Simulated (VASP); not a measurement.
Data:

```yaml
crystal:
  lattice:
    - [0.00000, 2.81288, 2.81288]
    - [2.81288, 0.00000, 2.81288]
    - [2.81288, 2.81288, 0.00000]
  atoms:
    - { symbol: Li, position: [0.25000, 0.25000, 0.25000] }
    - { symbol: Li, position: [0.75000, 0.75000, 0.75000] }
    - { symbol: S, position: [0.00000, 0.00000, 0.00000] }
```

Computed with r2SCAN meta-GGA, VASP's PBE PAW potentials (set 64) (plane waves; VASP). Settings: 520 eV cut-off, 7×7×7 Γ-centred mesh, Gaussian smearing of 0.050 eV, potentials Li_sv S.

Question: Give the stress tensor in GPa (positive for a compressed cell).

Answer: 
```
1.37  0.00  0.00
0.00  1.37  0.00
0.00  0.00  1.37
```
The pressure is its mean diagonal, 1.37 GPa.

The compound is Li2S in the antifluorite structure. This cell is one point of a volume scan, at 0.97 of the reference volume.
